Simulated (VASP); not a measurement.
# NbAs2 under strain, part 4 of 4

Aim: follow the pressure of NbAs2 through compression, expansion and shear. All runs use LDA. Left out of this account: at least 1 further run (self-consistent run: a reference on another mesh). The start is a cell from a database of measured crystal structures.

VASP 6.6.1; LDA; plane waves and PAW (Nb_sv, As).

Still holding for the runs below: Spin-orbit coupling is off here; it would split degenerate levels.

So far, pressure (GPa): step 2 (bands, cell as listed) -4.92; step 3 (cell volume +4.0 %) -9.75; step 4 (cell volume +8.0 %) -13.6; step 5 (bands, sheared, principal strains -2.8, -0.2, +3.1 %) -5.34; step 6 (cell volume -4.0 %) 1.13.

The database entry behind the starting cell differs from later determinations by our own check (b about 0.4 % long), so it need not match the best structure at ambient conditions.

### Step 7. Bands, volume times 0.92

The cell is scaled evenly once more. A prediction first. A least-squares parabola for the 4 pressures of evenly scaled cells so far, P = -4.90 -135.5 t +296 t² GPa with t = ln(V/V₁) and V₁ the volume at scale 1, gives 8.46 GPa at t = -0.0834.

Input file INCAR:

```
SYSTEM = NbAs2
PREC = Accurate
ENCUT = 400
EDIFF = 1E-06
NELM = 100
ISMEAR = -1
SIGMA = 0.05
LREAL = .FALSE.
ALGO = Normal
GGA = CA
NBANDS = 39
LASPH = .TRUE.
LORBIT = 11
LWAVE = .FALSE.
LCHARG = .FALSE.
KPAR = 4
```

Input file POSCAR:

```
NbAs2
1.0
    0.0000000000     -3.3029116538      0.0000000000
   -4.5556060620      1.6514558269      0.0000000000
   -0.8296864445      1.6514558269     -6.6070484584
Nb As
2 4
Direct
    0.8426000000      0.8817000000      0.8035000000
    0.1574000000      0.1183000000      0.1965000000
    0.5941000000      0.2966000000      0.8916000000
    0.4059000000      0.7034000000      0.1084000000
    0.1400000000      0.7520000000      0.5280000000
    0.8600000000      0.2480000000      0.4720000000
```

Input file KPOINTS:

```
Automatic mesh
0
Gamma
10 10 10
0 0 0
```

Input file KPOINTS_OPT:

```
Line mode
16
Line-mode
Reciprocal
  0.00000000   0.50000000   0.00000000 X
  0.00000000   0.00000000   0.00000000 GAMMA

  0.00000000   0.00000000   0.00000000 GAMMA
  0.00000000   0.00000000   0.50000000 Y

  0.00000000   0.50000000   0.50000000 L
  0.00000000   0.00000000   0.00000000 GAMMA

  0.00000000   0.00000000   0.00000000 GAMMA
  0.50000000  -0.50000000  -0.50000000 Z

  0.50000000   0.00000000  -0.50000000 N
  0.00000000   0.00000000   0.00000000 GAMMA

  0.00000000   0.00000000   0.00000000 GAMMA
  0.50000000  -0.50000000   0.00000000 M

  0.50000000   0.00000000   0.00000000 R
  0.00000000   0.00000000   0.00000000 GAMMA
```

Potentials, in the order of the species: Nb_sv and As (LDA family, release 64).

Launch:

```console
> mpirun -np 4 vasp_std
```

Log:

```text
[... set-up lines as in an earlier step ...]
 entering main loop
       N       E                     dE             d eps       ncg     rms          rms(c)
DAV:   1     0.341384758214E+03    0.34138E+03   -0.19194E+04 22140   0.929E+02
DAV:   2    -0.196698556514E+02   -0.36105E+03   -0.34225E+03 29347   0.354E+02
DAV:   3    -0.468375516417E+02   -0.27168E+02   -0.26606E+02 36312   0.755E+01
DAV:   4    -0.491044707035E+02   -0.22669E+01   -0.22449E+01 35896   0.174E+01
DAV:   5    -0.491516656196E+02   -0.47195E-01   -0.47183E-01 33179   0.271E+00    0.130E+01
DAV:   6    -0.477912178665E+02    0.13604E+01   -0.32173E+00 34016   0.127E+01    0.486E+00
DAV:   7    -0.476147594470E+02    0.17646E+00   -0.55002E-01 32995   0.454E+00    0.317E+00
DAV:   8    -0.475684802364E+02    0.46279E-01   -0.10596E-01 32424   0.206E+00    0.579E-01
DAV:   9    -0.475675872004E+02    0.89304E-03   -0.14911E-02 30010   0.564E-01    0.291E-01
DAV:  10    -0.475673538233E+02    0.23338E-03   -0.20584E-03 34016   0.288E-01    0.840E-02
DAV:  11    -0.475673493242E+02    0.44992E-05   -0.20459E-04 30602   0.822E-02    0.251E-02
DAV:  12    -0.475673485270E+02    0.79715E-06   -0.18514E-05 28049   0.252E-02    0.691E-03
DAV:  13    -0.475673482546E+02    0.27240E-06   -0.19954E-06 21150   0.971E-03
   1 F= -.47567348E+02 E0= -.47564827E+02  d E =-.504191E-02
 Start KPOINTS_OPT (optional k-point list driver)
k-point batch [1-112\112]
       N       E                     dE             ncg
DAV:   1     0.227176799961E+05   -0.55000E+05     8880
DAV:   2    -0.181319196157E+05   -0.40850E+05    11634
DAV:   3    -0.213022763639E+05   -0.31704E+04    14368
DAV:   4    -0.215618262851E+05   -0.25955E+03    14132
DAV:   5    -0.215683820621E+05   -0.65558E+01    12848
DAV:   6    -0.215685373858E+05   -0.15532E+00    12820
DAV:   7    -0.215685438002E+05   -0.64145E-02    12739
DAV:   8    -0.215685441104E+05   -0.31016E-03    12316
DAV:   9    -0.215685441161E+05   -0.57296E-05     7371
DAV:  10    -0.215685441167E+05   -0.53729E-06     6875
```

The job ended after 2.4 min (4 MPI ranks of Intel Xeon Platinum 8488C (Sapphire Rapids), shared host; peak memory 3.8 GiB; 7.7 min of CPU time).

Parts of OUTCAR (step 7):

```text
   ENCUT  =  400.0 eV  29.40 Ry    5.42 a.u.   5.39  7.90 11.19*2*pi/ulx,y,z

   NELECT =      46.0000    total number of electrons

 E-fermi :   9.2736

 k-point     1 :       0.0000    0.0000    0.0000
  band No.  band energies     occupation
    ...
     19       7.3160      2.00000
     20       7.3311      2.00000
     21       8.0637      2.00000
     22       8.3377      2.00000
     23       9.1501      1.84413
     24      10.0774      0.00000
     25      10.6516      0.00000
     26      11.3992      0.00000
     27      12.3244      0.00000
     28      12.6476      0.00000
    ...

  Total        6.2457370      4.2532070      5.6987184      0.0000000      0.0000000     -0.0346937
  in kB      100.6569268     68.5451123     91.8411199      0.0000000      0.0000000     -0.5591265
  external PRESSURE =      87.0143863 kB  Pullay stress =       0.0000000 kB

 POSITION                                       TOTAL-FORCE (eV/Angst)
 -----------------------------------------------------------------------------------
     -4.68333      0.00000     -5.30876         0.106230     -0.000000     -0.125952
     -0.70196     -0.00000     -1.29829        -0.106230      0.000000      0.125952
     -2.09094      0.00000     -5.89084        -0.264192     -0.000000      0.209390
     -3.29435     -0.00000     -0.71620         0.264192      0.000000     -0.209390
     -3.86389      1.65146     -3.48852        -0.025599     -0.000000     -0.023698
     -1.52140     -1.65146     -3.11853         0.025599      0.000000      0.023698
 -----------------------------------------------------------------------------------
    total drift:                                0.000000     -0.000000      0.000000

  FREE ENERGIE OF THE ION-ELECTRON SYSTEM (eV)
  ---------------------------------------------------
  free  energy   TOTEN  =       -47.5673482546 eV

  energy  without entropy=      -47.5623063448  energy(sigma->0) =      -47.56482730

[... 3 parts as in an earlier step ...]

[... 13 further parts left out ...]
```

Numbers from this step:

```
free energy (TOTEN)     : -47.57 eV
energy at zero smearing : -47.56 eV
Fermi energy            : 9.274 eV
pressure                : 8.701 GPa
```

The electronic bands at the labelled points (eV, zero at the Fermi level; # counts the bands kept in this run, so #1 is VASP's band 12):

```
          point     #9    #10    #11    #12   #13   #14   #15   #16
              X  -1.02  -0.76  -0.75   0.09  0.54  1.40  1.50  2.18
0.47 of the way  -1.71  -1.08  -0.67  -0.56  0.85  1.56  2.02  2.48
              Γ  -1.94  -1.21  -0.94  -0.12  0.80  1.38  2.13  3.05
0.53 of the way  -1.77  -0.90  -0.89  -0.64  0.88  1.76  1.81  2.96
              Y  -1.92  -1.38  -0.56  -0.25  0.07  2.29  2.45  2.50
      jump to L  -1.01  -0.86  -0.25  -0.11  0.57  0.77  2.11  2.54
0.53 of the way  -1.45  -1.32  -1.11  -0.54  1.04  1.71  1.93  1.99
              Γ  -1.94  -1.21  -0.94  -0.12  0.80  1.38  2.13  3.05
0.47 of the way  -2.07  -1.74  -1.62  -0.61  0.96  1.37  2.19  2.66
              Z  -2.36  -2.05  -1.58  -1.10  1.63  2.22  2.47  2.81
      jump to N  -1.93  -1.89  -1.39  -0.78  0.54  1.39  2.12  2.81
0.47 of the way  -2.33  -1.87  -1.48  -1.03  0.88  1.21  2.25  2.56
              Γ  -1.94  -1.21  -0.94  -0.12  0.80  1.38  2.13  3.05
0.47 of the way  -2.18  -1.85  -1.41  -0.92  0.94  1.20  2.19  2.61
              M  -1.93  -1.89  -1.39  -0.78  0.54  1.39  2.12  2.81
      jump to R  -2.36  -2.05  -1.58  -1.10  1.63  2.22  2.47  2.81
0.47 of the way  -2.23  -1.80  -1.71  -0.78  1.01  1.45  2.22  2.62
              Γ  -1.94  -1.21  -0.94  -0.12  0.80  1.38  2.13  3.05
```

Of the projections kept (Nb, As), the largest for each band there, as a share of the weight inside these atoms' spheres; weight between the spheres isn't counted:

```
point       #9      #10      #11      #12      #13      #14      #15      #16
    X  Nb 0.67  As 0.72  Nb 0.52  Nb 0.72  Nb 0.84  As 0.58  As 0.67  Nb 0.55
    Γ  Nb 0.56  Nb 0.57  Nb 0.52  As 0.59  Nb 0.90  Nb 0.68  As 0.83  Nb 0.50
    Y  Nb 0.53  Nb 0.63  As 0.66  Nb 0.55  Nb 0.62  Nb 0.62  Nb 0.67  Nb 0.69
    L  Nb 0.68  As 0.90  Nb 0.70  Nb 0.66  Nb 0.78  Nb 0.94  As 0.95  As 0.61
    Γ  Nb 0.56  Nb 0.57  Nb 0.52  As 0.59  Nb 0.90  Nb 0.68  As 0.83  Nb 0.50
    Z  Nb 0.59  Nb 0.58  Nb 0.63  As 0.52  Nb 0.71  As 0.74  Nb 0.69  Nb 0.73
```

Force by atom:

```
atom  x (eV/Å)  y (eV/Å)  z (eV/Å)   size
 Nb1     0.106     0.000    -0.126  0.165
 Nb2    -0.106     0.000     0.126  0.165
 As3    -0.264     0.000     0.209  0.337
 As4     0.264     0.000    -0.209  0.337
 As5    -0.026     0.000    -0.024  0.035
 As6     0.026     0.000     0.024  0.035
```

 The pressure is 8.70 GPa. The parabola predicted 8.46 GPa, -0.24 GPa off.

### Step 8. Bands, atoms displaced by up to 0.18 Å

In the first cell the atoms are moved off their sites at random; since the same shifts repeat in every cell, this is a frozen displacement of whole sublattices.

INCAR is that of step 7.

Input file POSCAR:

```
NbAs2
1.0
    0.0000000000     -3.3960000000      0.0000000000
   -4.6840000000      1.6980000000      0.0000000000
   -0.8530700972      1.6980000000     -6.7932596800
Nb As
2 4
Direct
    0.8771270000      0.9077700000      0.8068360000
    0.1696750000      0.0999400000      0.1919470000
    0.5904030000      0.2904540000      0.9116730000
    0.3835480000      0.7085530000      0.1186700000
    0.1620100000      0.7361120000      0.5517880000
    0.8575600000      0.2398540000      0.4540680000
```

KPOINTS is that of step 7.

Input file KPOINTS_OPT:

```
Line mode
16
Line-mode
Reciprocal
  0.00000000  -0.50000000   0.00000000 X
  0.00000000   0.00000000   0.00000000 GAMMA

  0.00000000   0.00000000   0.00000000 GAMMA
  0.00000000   0.00000000  -0.50000000 Y

  0.00000000  -0.50000000  -0.50000000 L
  0.00000000   0.00000000   0.00000000 GAMMA

  0.00000000   0.00000000   0.00000000 GAMMA
  0.50000000   0.00000000   0.00000000 Z

  0.50000000  -0.50000000   0.00000000 N
  0.00000000   0.00000000   0.00000000 GAMMA

  0.00000000   0.00000000   0.00000000 GAMMA
  0.50000000   0.00000000  -0.50000000 M

  0.50000000  -0.50000000  -0.50000000 R
  0.00000000   0.00000000   0.00000000 GAMMA
```

Launch:

```console
> mpirun -np 4 vasp_std
```

Log:

```text
[... set-up lines as in an earlier step ...]
 entering main loop
       N       E                     dE             d eps       ncg     rms          rms(c)
DAV:   1     0.333132050745E+03    0.33313E+03   -0.19105E+04 39664   0.917E+02
DAV:   2    -0.193867687083E+02   -0.35252E+03   -0.33443E+03 53071   0.347E+02
DAV:   3    -0.463232801998E+02   -0.26937E+02   -0.26384E+02 63648   0.744E+01
DAV:   4    -0.487317749962E+02   -0.24085E+01   -0.23843E+01 65578   0.178E+01
DAV:   5    -0.487780669394E+02   -0.46292E-01   -0.46281E-01 58160   0.264E+00    0.121E+01
DAV:   6    -0.473193209617E+02    0.14587E+01   -0.40398E+00 60528   0.136E+01    0.443E+00
DAV:   7    -0.470898401043E+02    0.22948E+00   -0.86060E-01 60330   0.613E+00    0.311E+00
DAV:   8    -0.470384187362E+02    0.51421E-01   -0.19831E-01 58243   0.327E+00    0.121E+00
DAV:   9    -0.470196655423E+02    0.18753E-01   -0.73069E-02 61468   0.200E+00    0.457E-01
DAV:  10    -0.470183533684E+02    0.13122E-02   -0.10166E-02 54089   0.681E-01    0.237E-01
DAV:  11    -0.470182327772E+02    0.12059E-03   -0.21437E-03 55499   0.313E-01    0.605E-02
DAV:  12    -0.470182289554E+02    0.38218E-05   -0.34074E-04 53961   0.118E-01    0.331E-02
DAV:  13    -0.470182307486E+02   -0.17932E-05   -0.33323E-05 60331   0.393E-02    0.744E-03
DAV:  14    -0.470182308729E+02   -0.12425E-06   -0.32658E-06 35364   0.142E-02
   1 F= -.47018231E+02 E0= -.47014974E+02  d E =-.651450E-02
 Start KPOINTS_OPT (optional k-point list driver)
k-point batch [1-112\112]
       N       E                     dE             ncg
DAV:   1     0.382648827123E+05   -0.57914E+05     8896
DAV:   2    -0.185222231981E+04   -0.40117E+05    11797
DAV:   3    -0.498847858875E+04   -0.31363E+04    14040
DAV:   4    -0.526692645825E+04   -0.27845E+03    14509
DAV:   5    -0.527316540138E+04   -0.62389E+01    12263
DAV:   6    -0.527329772123E+04   -0.13232E+00    13155
DAV:   7    -0.527330190992E+04   -0.41887E-02    12363
DAV:   8    -0.527330208343E+04   -0.17351E-03    12499
DAV:   9    -0.527330208555E+04   -0.21235E-05     7101
DAV:  10    -0.527330208618E+04   -0.62882E-06     6795
```

Run time: 3.6 min. Hardware: 4 MPI ranks; peak memory 6.7 GiB.

OUTCAR, selected parts (step 8):

```text
   NELECT =      46.0000    total number of electrons

 E-fermi :   8.1610

 k-point     1 :       0.0000    0.0000    0.0000
  band No.  band energies     occupation
    ...
     19       6.2286      2.00000
     20       6.4292      2.00000
     21       6.9242      2.00000
     22       7.1676      2.00000
     23       8.1052      1.50628
     24       8.9392      0.00000
     25       9.1846      0.00000
     26      10.0904      0.00000
     27      11.0901      0.00000
     28      11.3415      0.00000
    ...

  Total       -1.2680154     -0.8295771     -0.6389766     -0.5342930     -0.2845550      1.8420947
  in kB      -18.8006262    -12.2999837     -9.4739867     -7.9218621     -4.2190440     27.3123935
  external PRESSURE =     -13.5248656 kB  Pullay stress =       0.0000000 kB

 POSITION                                       TOTAL-FORCE (eV/Angst)
 -----------------------------------------------------------------------------------
     -4.94028     -0.06732     -5.48105         1.851126      0.860271      0.249095
     -0.63186     -0.08059     -1.30395        -1.489310      1.763212     -1.559669
     -2.13821      0.03620     -6.19323        -1.261281     -0.994396      0.852987
     -3.42010      0.10210     -0.80616         1.247448     -1.425272      0.652694
     -3.91866      1.63667     -3.74844        -0.408450      0.037244      1.035367
     -1.51083     -1.73399     -3.08460         0.060466     -0.241059     -1.230474
 -----------------------------------------------------------------------------------
    total drift:                                0.000108      0.000038      0.000351

  FREE ENERGIE OF THE ION-ELECTRON SYSTEM (eV)
  ---------------------------------------------------
  free  energy   TOTEN  =       -47.0182308729 eV

  energy  without entropy=      -47.0117163685  energy(sigma->0) =      -47.01497362

[... 5 parts as in an earlier step ...]

[... 12 further parts left out ...]
```

Numbers from this step:

```
SCF cycles              : 14
irreducible k-points    : 504
symmetry operations     : 1
free energy (TOTEN)     : -47.02 eV
energy at zero smearing : -47.01 eV
Fermi energy            : 8.161 eV
pressure                : -1.352 GPa
```

The electronic bands at the labelled points (eV, zero at the Fermi level; # counts the bands kept in this run, so #1 is VASP's band 12):

```
          point     #9    #10    #11    #12   #13   #14   #15   #16
              X  -1.06  -0.90  -0.46  -0.31  0.33  0.98  1.47  1.82
0.47 of the way  -1.27  -1.14  -0.92  -0.28  0.74  0.98  1.70  2.10
              Γ  -1.73  -1.24  -0.99  -0.06  0.78  1.02  1.93  2.93
0.47 of the way  -1.74  -0.97  -0.77  -0.55  0.91  1.26  1.60  2.74
              Y  -1.82  -1.30  -0.65   0.05  0.15  1.78  1.96  2.17
      jump to L  -0.88  -0.62  -0.48   0.12  0.42  0.90  1.91  2.08
0.53 of the way  -1.37  -1.22  -0.97  -0.33  0.91  1.19  1.62  1.89
              Γ  -1.73  -1.24  -0.99  -0.06  0.78  1.02  1.93  2.93
0.47 of the way  -2.02  -1.74  -1.41  -0.48  0.85  1.33  2.07  2.47
              Z  -2.23  -1.95  -1.30  -0.78  1.30  1.55  2.37  2.62
      jump to N  -2.01  -1.41  -1.36  -0.35  0.26  1.58  1.83  2.42
0.53 of the way  -2.21  -1.71  -1.27  -0.73  0.92  1.30  1.65  2.22
              Γ  -1.73  -1.24  -0.99  -0.06  0.78  1.02  1.93  2.93
0.47 of the way  -2.15  -1.73  -1.19  -0.82  0.84  1.33  1.77  2.23
              M  -2.02  -1.52  -1.38  -0.35  0.30  1.51  1.98  2.38
      jump to R  -2.29  -2.00  -1.21  -0.79  1.16  1.73  2.40  2.56
0.53 of the way  -2.02  -1.69  -1.48  -0.46  0.77  1.42  1.99  2.47
              Γ  -1.73  -1.24  -0.99  -0.06  0.78  1.02  1.93  2.93
```

Of the projections kept (Nb, As), the largest for each band there, as a share of the weight inside these atoms' spheres; weight between the spheres isn't counted:

```
point       #9      #10      #11      #12      #13      #14      #15      #16
    X  As 0.66  Nb 0.70  Nb 0.70  Nb 0.73  Nb 0.68  Nb 0.58  As 0.74  Nb 0.55
    Γ  Nb 0.56  Nb 0.67  Nb 0.53  As 0.55  Nb 0.88  Nb 0.66  As 0.79  Nb 0.53
    Y  Nb 0.67  Nb 0.54  As 0.60  Nb 0.63  Nb 0.57  Nb 0.62  Nb 0.69  Nb 0.69
    L  Nb 0.71  As 0.59  Nb 0.56  Nb 0.69  Nb 0.75  Nb 0.92  As 0.85  As 0.69
    Γ  Nb 0.56  Nb 0.67  Nb 0.53  As 0.55  Nb 0.88  Nb 0.66  As 0.79  Nb 0.53
    Z  Nb 0.55  Nb 0.54  Nb 0.64  Nb 0.50  Nb 0.70  As 0.64  Nb 0.85  Nb 0.78
```

Force by atom:

```
atom  x (eV/Å)  y (eV/Å)  z (eV/Å)  size
 Nb1      1.85      0.86      0.25  2.06
 Nb2     -1.49      1.76     -1.56  2.79
 As3     -1.26     -0.99      0.85  1.82
 As4      1.25     -1.43      0.65  2.00
 As5     -0.41      0.04      1.04  1.11
 As6      0.06     -0.24     -1.23  1.26
```

 The pressure is -1.35 GPa, and the symmetry operations fall from 4 to 1.

### Step 9. Side by side

| cell | mesh | pressure (GPa) | gap (eV) |
| --- | --- | --- | --- |
| cell as listed | 10×10×10 | -4.92 | none |
| volume times 1.04 | 10×10×10 | -9.75 | none |
| volume times 1.08 | 10×10×10 | -13.59 | none |
| sheared, principal strains -2.8, -0.2, +3.1 % | 10×10×10 | -5.34 | none |
| volume times 0.96 | 10×10×10 | 1.13 | none |
| volume times 0.92 | 10×10×10 | 8.70 | none |
| atoms displaced by up to 0.18 Å | 10×10×10 | -1.35 | none |

### Step 10. What came out

| Quantity | Value |
| --- | --- |
| pressure, cell as listed | -4.92 GPa |
| pressure, volume times 1.04 | -9.75 GPa |
| pressure, volume times 1.08 | -13.6 GPa |
| pressure, sheared, principal strains -2.8, -0.2, +3.1 % | -5.34 GPa |
| pressure, volume times 0.96 | 1.13 GPa |
| pressure, volume times 0.92 | 8.70 GPa |
| pressure, atoms displaced by up to 0.18 Å | -1.35 GPa |
| bulk modulus at the listed volume, shape and positions held | 137 GPa |

**Reading.** The slope of pressure against ln V at the listed volume gives a bulk modulus of 137 GPa at fixed shape and positions, above that of a cell free to relax (not that of equilibrium, since the cell bears -4.9 GPa there). The atoms were not relaxed in the changed cells. Spin-orbit coupling is left out; it would split some degenerate bands.

[Lines on the potential files, build, host, timing and source positions are cut from VASP's logs without a mark.]

[Logs are printed without paths, hosts, clocks, repeated set-up lines and the standing remarks that a program may print on its own settings, such as how far it seeks lower states.]

[Hosts, paths, dates, database ids (printed as entryN), source tags and the programs' standing remarks are cut or masked in the printed files.]

[A measured line is paired with the nearest computed mode of its activity, which favours agreement.]

[In band tables of VASP the shares of atoms and orbitals are scaled to a sum of 1 inside the atoms' spheres.]
